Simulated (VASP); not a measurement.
# G0W0 gap of BN (Qingsongite) against strain, part 3 of 4

How does the quasiparticle gap of BN (Qingsongite) follow strain, and does the starting functional get the slope right? The cell is of the zinc-blende type, one of the forms listed for this formula, which need not be the common one. The start is a cell from a database of measured crystal structures.

VASP 6.6.1, plane waves and PAW; the level of theory is named at each step.

So far, quasiparticle gap on the mesh (eV): step 4 (G0W0) 5.95. Also gap on the k-mesh (eV): step 3 (empty bands) 4.46; step 5 (ground state of a strained cell, scale 0.94) 4.53.

## 7. G0W0, scale 0.94

This step: G0W0 on PBE; plane waves and PAW (N_GW, B_GW) (VASP 6.6.1).

G0W0 on the strained cell, with unchanged settings.

Input file INCAR:

```
SYSTEM = BN
PREC = Accurate
ENCUT = 450
ISMEAR = 0
SIGMA = 0.01
LREAL = .FALSE.
GGA = PE
NBANDS = 56
ALGO = EVGW0
NELMGW = 1
ENCUTGW = 150
NOMEGA = 48
PRECFOCK = Fast
NBANDSGW = 16
LWAVE = .FALSE.
LCHARG = .FALSE.
```

Input file POSCAR:

```
BN
1.0
    0.0000000000      1.7706018915      1.7706018915
    1.7706018915      0.0000000000      1.7706018915
    1.7706018915      1.7706018915      0.0000000000
N B
1 1
Direct
    0.7500000000      0.7500000000      0.7500000000
    0.0000000000      0.0000000000      0.0000000000
```

Input file KPOINTS:

```
Automatic mesh
0
Gamma
8 8 8
0 0 0
```

PAW data sets: N_GW and B_GW (PBE family, release 64).

Started as:

```console
> mpirun -np 8 vasp_std
```

Log:

```text
[banner, memory and clock lines left out]
running    8 mpi-ranks, on    1 nodes
[...]
[... a notice as in an earlier step ...]

 [... a notice as in an earlier step ...]

 LDA part: xc-table for (Slater+PW92), standard interpolation
 found WAVECAR, reading the header
 POSCAR, INCAR and KPOINTS ok, starting setup
[...]
reading WAVECAR
 the WAVECAR file was read successfully
 initial charge from wavefunction
 available memory per node:     34.20 GB, setting MAXMEM to     35025

 The Fermi energy was updated, please check that it is located mid-gap
 values below the HOMO (VB) or above the LUMO (CB) will cause erroneous energies
 E-fermi :  10.5084

 calculate exact exchange contribution
 the WAVEDER file was read successfully
energies w=
    0.000    0.000    1.234    0.000    2.462    0.000    3.681    0.000
    4.886    0.000    6.073    0.000    7.241    0.000    8.388    0.000
    9.515    0.000   10.620    0.000   11.705    0.000   12.773    0.000
[...]
total number of BLAS operations        301.05 Gflops
NQ=  25    0.5000    0.3750    0.1250,
|.........|.........|.........|.........|.........|.........|.........|.........
 performed      18116000 updates of chi_q(r,r)
 total number of BLAS operations        316.93 Gflops
NQ=  26   -0.3750    0.3750    0.1250,
|.........|.........|.........|.........|.........|.........|.........|.........
 performed      19246000 updates of chi_q(r,r)
 total number of BLAS operations        336.07 Gflops
NQ=  27   -0.2500    0.3750    0.1250,
|.........|.........|.........|.........|.........|.........|.........|.........
 performed      20161000 updates of chi_q(r,r)
 total number of BLAS operations        352.24 Gflops
NQ=  28   -0.3750    0.5000    0.1250,
|.........|.........|.........|.........|.........|.........|.........|.........
 performed      20870000 updates of chi_q(r,r)
 total number of BLAS operations        362.25 Gflops
NQ=  29   -0.2500    0.5000    0.2500,
|.........|.........|.........|.........|.........|.........|.........|.........
 performed      21362000 updates of chi_q(r,r)
 total number of BLAS operations        369.88 Gflops
 resolving degeneracies of screened two electron integrals

 calculate QP shifts <psi_nk| G(iteration)W_0 |psi_nk>: iteration 1
 entering main loop
```

Run time: 32 s. Hardware: 8 MPI ranks of Intel Xeon 6975P-C (Granite Rapids), shared host; peak memory 1.4 GiB; 3.6 min of CPU time.

OUTCAR, selected parts (step 7):

```text
 QP shifts <psi_nk| G(iteration)W_0 |psi_nk>: iteration 1
 for sc-GW calculations column KS-energies equals QP-energies in previous step
 and V_xc(KS)=  KS-energies - (<T + V_ion + V_H > + <T+V_H+V_ion>^1  + <V_x>^1)
 k-point   1 :       0.0000    0.0000    0.0000
  band No.  KS-energies  QP-energies   sigma(KS)   V_xc(KS)     V^pw_x(r,r')   Z            occupation Imag(sigma)
      1     -12.7087     -14.7512     -18.2611     -15.6368     -26.8187       0.7783       2.0000       1.4751
      2       8.2450       7.4570     -19.4474     -18.4965     -22.1171       0.8287       2.0000       0.0907
      3       8.2450       7.4570     -19.4474     -18.4965     -22.1171       0.8287       2.0000       0.0907
      4       8.2450       7.4570     -19.4474     -18.4965     -22.1171       0.8287       2.0000       0.0907
      5      17.3644      18.7548     -12.3557     -14.0150      -7.2164       0.8379       0.0000      -0.1107
      6      17.3644      18.7548     -12.3557     -14.0150      -7.2164       0.8379       0.0000      -0.1107
      7      17.3644      18.7548     -12.3557     -14.0150      -7.2164       0.8379       0.0000      -0.1107
      8      19.6146      20.8359     -14.0993     -15.5943      -8.3602       0.8169       0.0000      -0.1451
    ...

[... 2 parts as in an earlier step ...]

[... 1 further part left out ...]
[key lines of the parts left out:]
E-fermi :  10.5084
```

The gap is now 6.043 eV, +96 meV against the unstrained cell.

## 8. Ground state of a strained cell, scale 0.97

This step: PBE; plane waves and PAW (N_GW, B_GW) (VASP 6.6.1).

The volume is scaled by 0.97, at the same cutoff, mesh and band count, and the chain is run again.

Input file INCAR:

```
SYSTEM = BN
PREC = Accurate
ENCUT = 450
EDIFF = 1E-08
NELM = 100
ISMEAR = 0
SIGMA = 0.01
LREAL = .FALSE.
ALGO = Normal
GGA = PE
NBANDS = 10
LORBIT = 11
LWAVE = .TRUE.
LCHARG = .FALSE.
KPAR = 8
```

Input file POSCAR:

```
BN
1.0
    0.0000000000      1.7892411759      1.7892411759
    1.7892411759      0.0000000000      1.7892411759
    1.7892411759      1.7892411759      0.0000000000
N B
1 1
Direct
    0.7500000000      0.7500000000      0.7500000000
    0.0000000000      0.0000000000      0.0000000000
```

KPOINTS is that of step 7.

Started as:

```console
> mpirun -np 8 vasp_std
```

Log:

```text
[... set-up lines as in an earlier step ...]
 entering main loop
       N       E                     dE             d eps       ncg     rms          rms(c)
DAV:   1     0.275840998454E+02    0.27584E+02   -0.49031E+03   580   0.791E+02
DAV:   2    -0.172931299647E+02   -0.44877E+02   -0.41280E+02   662   0.227E+02
DAV:   3    -0.184049196779E+02   -0.11118E+01   -0.11097E+01   730   0.338E+01
DAV:   4    -0.184093440587E+02   -0.44244E-02   -0.44240E-02   682   0.224E+00
[...]
DAV:  13    -0.174259290104E+02   -0.48487E-07   -0.24331E-08   670   0.149E-03    0.677E-05
DAV:  14    -0.174259290212E+02   -0.10792E-07   -0.66493E-10   384   0.271E-04    0.290E-05
DAV:  15    -0.174259290200E+02    0.11864E-08   -0.67856E-11   374   0.123E-04
   1 F= -.17425929E+02 E0= -.17425929E+02  d E =-.146913E-30
 writing wavefunctions
```

Wall time 1 s (8 MPI ranks); peak memory 0.84 GiB; 4 s of CPU time.

From OUTCAR (step 8):

```text
  Total        0.8210986      0.8210986      0.8210986     -0.0000000      0.0000000     -0.0000000
  in kB      114.8336690    114.8336690    114.8336690     -0.0000000      0.0000000     -0.0000000
  external PRESSURE =     114.8336690 kB  Pullay stress =       0.0000000 kB

 POSITION                                       TOTAL-FORCE (eV/Angst)
 -----------------------------------------------------------------------------------
      2.68386      2.68386      2.68386         0.000000      0.000000      0.000000
      0.00000      0.00000      0.00000        -0.000000     -0.000000     -0.000000
 -----------------------------------------------------------------------------------
    total drift:                               -0.000001     -0.000001     -0.000001

  FREE ENERGIE OF THE ION-ELECTRON SYSTEM (eV)
  ---------------------------------------------------
  free  energy   TOTEN  =       -17.4259290200 eV

  energy  without entropy=      -17.4259290200  energy(sigma->0) =      -17.42592902

[... 1 part as in an earlier step ...]

[... 2 further parts left out ...]
[key lines of the parts left out:]
E-fermi :   7.9209
```

The run ends at a pressure of 11.48 GPa.

## 9. Empty bands, scale 0.97

The empty bands are made again, for the run that follows.

Input file INCAR:

```
SYSTEM = BN
PREC = Accurate
ENCUT = 450
ISMEAR = 0
SIGMA = 0.01
LREAL = .FALSE.
GGA = PE
NBANDS = 56
ALGO = Exact
NELM = 1
LWAVE = .TRUE.
LCHARG = .FALSE.
LOPTICS = .TRUE.
NEDOS = 1000
CSHIFT = 0.1
```

POSCAR is that of step 8.

KPOINTS is that of step 8.

Started as:

```console
> mpirun -np 8 vasp_std
```

Log:

```text
[... set-up lines as in an earlier step ...]
 entering main loop
       N       E                     dE             d eps       ncg     rms          rms(c)
DIA:   1    -0.174259290194E+02   -0.17426E+02    0.00000E+00     0   0.000E+00
   1 F= -.17425929E+02 E0= -.17425929E+02  d E =-.179795E-40
 writing wavefunctions
 optical routines
 imaginary and real dielectric function
 recalculating local potential from charge density
 direction            1
 direction            2
 direction            3
```

Wall time 1.4 s (8 MPI ranks); peak memory 0.79 GiB.

Parts of OUTCAR (step 9):

```text
  Total        0.8211113      0.8211113      0.8211113      0.0000000      0.0000000      0.0000000
  in kB      114.8354396    114.8354396    114.8354396      0.0000000      0.0000000      0.0000000
  external PRESSURE =     114.8354396 kB  Pullay stress =       0.0000000 kB

  FREE ENERGIE OF THE ION-ELECTRON SYSTEM (eV)
  ---------------------------------------------------
  free  energy   TOTEN  =       -17.4259290194 eV

  energy  without entropy=      -17.4259290194  energy(sigma->0) =      -17.42592902

[... 3 parts as in an earlier step ...]

[... 1 further part left out ...]
[key lines of the parts left out:]
E-fermi :   7.9344
```

## 10. G0W0, scale 0.97

This step: G0W0 on PBE; plane waves and PAW (N_GW, B_GW) (VASP 6.6.1).

Input file INCAR:

```
SYSTEM = BN
PREC = Accurate
ENCUT = 450
ISMEAR = 0
SIGMA = 0.01
LREAL = .FALSE.
GGA = PE
NBANDS = 56
ALGO = EVGW0
NELMGW = 1
ENCUTGW = 150
NOMEGA = 48
PRECFOCK = Fast
NBANDSGW = 16
LWAVE = .FALSE.
LCHARG = .FALSE.
```

POSCAR is that of step 9.

KPOINTS is that of step 9.

Started as:

```console
> mpirun -np 8 vasp_std
```

Log:

```text
[banner, memory and clock lines left out]
running    8 mpi-ranks, on    1 nodes
[...]
[... a notice as in an earlier step ...]

 [... a notice as in an earlier step ...]

 LDA part: xc-table for (Slater+PW92), standard interpolation
 found WAVECAR, reading the header
 POSCAR, INCAR and KPOINTS ok, starting setup
[...]
reading WAVECAR
 the WAVECAR file was read successfully
 initial charge from wavefunction
 available memory per node:     34.08 GB, setting MAXMEM to     34899

 The Fermi energy was updated, please check that it is located mid-gap
 values below the HOMO (VB) or above the LUMO (CB) will cause erroneous energies
 E-fermi :  10.0898

 calculate exact exchange contribution
 the WAVEDER file was read successfully
energies w=
    0.000    0.000    1.209    0.000    2.414    0.000    3.609    0.000
    4.790    0.000    5.954    0.000    7.100    0.000    8.224    0.000
    9.329    0.000   10.412    0.000   11.476    0.000   12.523    0.000
[...]
total number of BLAS operations        320.70 Gflops
NQ=  25    0.5000    0.3750    0.1250,
|.........|.........|.........|.........|.........|.........|.........|.........
 performed      18116000 updates of chi_q(r,r)
 total number of BLAS operations        338.76 Gflops
NQ=  26   -0.3750    0.3750    0.1250,
|.........|.........|.........|.........|.........|.........|.........|.........
 performed      19246000 updates of chi_q(r,r)
 total number of BLAS operations        359.60 Gflops
NQ=  27   -0.2500    0.3750    0.1250,
|.........|.........|.........|.........|.........|.........|.........|.........
 performed      20161000 updates of chi_q(r,r)
 total number of BLAS operations        375.78 Gflops
NQ=  28   -0.3750    0.5000    0.1250,
|.........|.........|.........|.........|.........|.........|.........|.........
 performed      20870000 updates of chi_q(r,r)
 total number of BLAS operations        387.79 Gflops
NQ=  29   -0.2500    0.5000    0.2500,
|.........|.........|.........|.........|.........|.........|.........|.........
 performed      21362000 updates of chi_q(r,r)
 total number of BLAS operations        395.41 Gflops
 resolving degeneracies of screened two electron integrals

 calculate QP shifts <psi_nk| G(iteration)W_0 |psi_nk>: iteration 1
 entering main loop
```

It took 32 s on 8 MPI ranks; peak memory 1.4 GiB; 3.5 min of CPU time.

From OUTCAR (step 10):

```text
 QP shifts <psi_nk| G(iteration)W_0 |psi_nk>: iteration 1
 for sc-GW calculations column KS-energies equals QP-energies in previous step
 and V_xc(KS)=  KS-energies - (<T + V_ion + V_H > + <T+V_H+V_ion>^1  + <V_x>^1)
 k-point   1 :       0.0000    0.0000    0.0000
  band No.  KS-energies  QP-energies   sigma(KS)   V_xc(KS)     V^pw_x(r,r')   Z            occupation Imag(sigma)
      1     -12.7410     -14.7594     -18.1513     -15.5605     -26.6546       0.7791       2.0000       1.4755
      2       7.8430       7.0646     -19.3311     -18.3893     -21.9793       0.8266       2.0000       0.0899
      3       7.8430       7.0646     -19.3311     -18.3893     -21.9793       0.8266       2.0000       0.0899
      4       7.8430       7.0646     -19.3311     -18.3893     -21.9793       0.8266       2.0000       0.0899
      5      16.8104      18.1805     -12.2575     -13.8970      -7.1240       0.8357       0.0000      -0.1108
      6      16.8104      18.1805     -12.2575     -13.8970      -7.1240       0.8357       0.0000      -0.1108
      7      16.8104      18.1805     -12.2575     -13.8970      -7.1240       0.8357       0.0000      -0.1108
      8      18.6862      19.8926     -14.0359     -15.5149      -8.3887       0.8157       0.0000      -0.1406
    ...

[... 2 parts as in an earlier step ...]

[... 1 further part left out ...]
[key lines of the parts left out:]
E-fermi :  10.0898
```

The gap is now 5.995 eV, +49 meV against the unstrained cell.

## 11. Ground state of a strained cell, scale 1.03

This step: PBE; plane waves and PAW (N_GW, B_GW) (VASP 6.6.1).

The volume is scaled by 1.03, at the same cutoff, mesh and band count, and the chain is run again.

Input file INCAR:

```
SYSTEM = BN
PREC = Accurate
ENCUT = 450
EDIFF = 1E-08
NELM = 100
ISMEAR = 0
SIGMA = 0.01
LREAL = .FALSE.
ALGO = Normal
GGA = PE
NBANDS = 10
LORBIT = 11
LWAVE = .TRUE.
LCHARG = .FALSE.
KPAR = 8
```

Input file POSCAR:

```
BN
1.0
    0.0000000000      1.8253972035      1.8253972035
    1.8253972035      0.0000000000      1.8253972035
    1.8253972035      1.8253972035      0.0000000000
N B
1 1
Direct
    0.7500000000      0.7500000000      0.7500000000
    0.0000000000      0.0000000000      0.0000000000
```

KPOINTS is that of step 10.

Started as:

```console
> mpirun -np 8 vasp_std
```

Log:

```text
[... set-up lines as in an earlier step ...]
 entering main loop
       N       E                     dE             d eps       ncg     rms          rms(c)
DAV:   1     0.255435046628E+02    0.25544E+02   -0.48985E+03   580   0.784E+02
DAV:   2    -0.173691219281E+02   -0.42913E+02   -0.40941E+02   700   0.231E+02
DAV:   3    -0.183314481446E+02   -0.96233E+00   -0.96020E+00   726   0.308E+01
DAV:   4    -0.183357424240E+02   -0.42943E-02   -0.42931E-02   696   0.220E+00
[...]
DAV:  13    -0.174421245071E+02   -0.52932E-07   -0.27493E-08   666   0.161E-03    0.749E-05
DAV:  14    -0.174421245210E+02   -0.13835E-07   -0.95577E-10   420   0.315E-04    0.298E-05
DAV:  15    -0.174421245200E+02    0.93513E-09   -0.81488E-11   374   0.140E-04
   1 F= -.17442125E+02 E0= -.17442125E+02  d E =-.453564-112
 writing wavefunctions
```

It took 1 s on 8 MPI ranks; peak memory 0.83 GiB.

OUTCAR, selected parts (step 11):

```text
  Total       -0.8509580     -0.8509580     -0.8509580      0.0000000     -0.0000000      0.0000000
  in kB     -112.0770188   -112.0770188   -112.0770188      0.0000000     -0.0000000      0.0000000
  external PRESSURE =    -112.0770188 kB  Pullay stress =       0.0000000 kB

 POSITION                                       TOTAL-FORCE (eV/Angst)
 -----------------------------------------------------------------------------------
      2.73810      2.73810      2.73810         0.000000      0.000000     -0.000000
      0.00000      0.00000      0.00000        -0.000000     -0.000000      0.000000
 -----------------------------------------------------------------------------------
    total drift:                               -0.000001     -0.000001     -0.000001

  FREE ENERGIE OF THE ION-ELECTRON SYSTEM (eV)
  ---------------------------------------------------
  free  energy   TOTEN  =       -17.4421245200 eV

  energy  without entropy=      -17.4421245200  energy(sigma->0) =      -17.44212452

[... 1 part as in an earlier step ...]

[... 2 further parts left out ...]
[key lines of the parts left out:]
E-fermi :   7.2616
```

The run ends at a pressure of -11.21 GPa.

## 12. Empty bands, scale 1.03

The empty bands are made again, for the run that follows.

Input file INCAR:

```
SYSTEM = BN
PREC = Accurate
ENCUT = 450
ISMEAR = 0
SIGMA = 0.01
LREAL = .FALSE.
GGA = PE
NBANDS = 56
ALGO = Exact
NELM = 1
LWAVE = .TRUE.
LCHARG = .FALSE.
LOPTICS = .TRUE.
NEDOS = 1000
CSHIFT = 0.1
```

POSCAR is that of step 11.

KPOINTS is that of step 11.

Started as:

```console
> mpirun -np 8 vasp_std
```

Log:

```text
[... set-up lines as in an earlier step ...]
 entering main loop
       N       E                     dE             d eps       ncg     rms          rms(c)
DIA:   1    -0.174421245197E+02   -0.17442E+02    0.00000E+00     0   0.000E+00
   1 F= -.17442125E+02 E0= -.17442125E+02  d E =-.359710E-16
 writing wavefunctions
 optical routines
 imaginary and real dielectric function
 recalculating local potential from charge density
 direction            1
 direction            2
 direction            3
```

Run time: 1.4 s. Hardware: 8 MPI ranks; peak memory 0.81 GiB; 6.6 s of CPU time.

OUTCAR, selected parts (step 12):

```text
  Total       -0.8509445     -0.8509445     -0.8509445     -0.0000000      0.0000000     -0.0000000
  in kB     -112.0752345   -112.0752345   -112.0752345     -0.0000000      0.0000000     -0.0000000
  external PRESSURE =    -112.0752345 kB  Pullay stress =       0.0000000 kB

 POSITION                                       TOTAL-FORCE (eV/Angst)
 -----------------------------------------------------------------------------------
      2.73810      2.73810      2.73810         0.000000      0.000000      0.000000
      0.00000      0.00000      0.00000        -0.000000     -0.000000     -0.000000
 -----------------------------------------------------------------------------------
    total drift:                               -0.000001     -0.000001     -0.000001

  FREE ENERGIE OF THE ION-ELECTRON SYSTEM (eV)
  ---------------------------------------------------
  free  energy   TOTEN  =       -17.4421245197 eV

  energy  without entropy=      -17.4421245197  energy(sigma->0) =      -17.44212452

[... 2 parts as in an earlier step ...]

[... 1 further part left out ...]
[key lines of the parts left out:]
E-fermi :   7.1565
```

[end of part 3 of 4]

[Lines on the potential files, build, host, timing and source positions are cut from VASP's logs without a mark.]

[Logs are printed without paths, hosts, clocks, repeated set-up lines and the standing remarks that a program may print on its own settings, such as how far it seeks lower states.]

[Hosts, paths, dates, database ids (printed as entryN), source tags and the programs' standing remarks are cut or masked in the printed files.]

[Pressures printed for these runs are not shown converged in the cutoff: they can be off by several GPa and have the wrong sign.]

[In band tables of VASP the shares of atoms and orbitals are scaled to a sum of 1 inside the atoms' spheres.]
